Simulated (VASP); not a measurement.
A run of VASP 6.6.1 is set up as follows.

The input INCAR:

```
SYSTEM = LaPRuO
  PREC = Accurate
  ENCUT = 600
  EDIFF = 1E-6
  ISMEAR = 0
  SIGMA = 0.03
  LREAL = .False.
  LASPH = .True.
  NELM = 80
  ALGO = Normal
  ISIF = 3
  LWAVE = .False.
  LCHARG = .False.
  GGA = CA
  IBRION = 2
  NSW = 90
  EDIFFG = -0.01
  KPAR = 2
```

File KPOINTS:

```
regular mesh
0
Gamma
  8 8 4
  0 0 0
```

The input POSCAR:

```
LaPRuO
1.0
    4.0480000000      0.0000000000      0.0000000000
    0.0000000000      4.0480000000      0.0000000000
    0.0000000000      0.0000000000      8.4100000000
La P Ru O
2 2 2 2
Direct
    0.0000000000      0.5000000000      0.8490630000
    0.5000000000      0.0000000000      0.1509370000
    0.5000000000      0.0000000000      0.6470500000
    0.0000000000      0.5000000000      0.3529500000
    0.0000000000      0.0000000000      0.5000000000
    0.5000000000      0.5000000000      0.5000000000
    0.5000000000      0.5000000000      0.0000000000
    0.0000000000      0.0000000000      0.0000000000
```

Potentials or basis: VASP PAW LDA potentials, release 64 (La, P, Ru_pv, O).

The run is started by

```bash
$ cat potpaw_LDA.64/La/POTCAR potpaw_LDA.64/P/POTCAR potpaw_LDA.64/Ru_pv/POTCAR potpaw_LDA.64/O/POTCAR > POTCAR
$ mpirun -np 2 vasp_std > vasp.out
```

Problem. What does it give for the relaxed cell?

Solution. a = 3.995 Å, b = 3.995 Å, c = 8.271 Å, α = 90.00°, β = 90.00°, γ = 90.00°.

Problem. Predict the band gap on the k mesh.

Solution. None (metal or under the smearing width).

Problem. What does it give for the relaxed volume?

Solution. 16.50 Å³/atom.

Problem. Predict the space group after relaxing (to 0.05 Å).

Solution. P4/nmm (No. 129).

Forces on the atoms (eV/Å):
```
La   0.000  0.000  0.007
La   0.000  0.000 -0.007
P    0.000  0.000 -0.002
P    0.000  0.000  0.002
Ru   0.000  0.000  0.000
Ru   0.000  0.000  0.000
O    0.000  0.000  0.000
O    0.000  0.000  0.000
```

Spin-orbit coupling is left out, which matters for the levels of La.
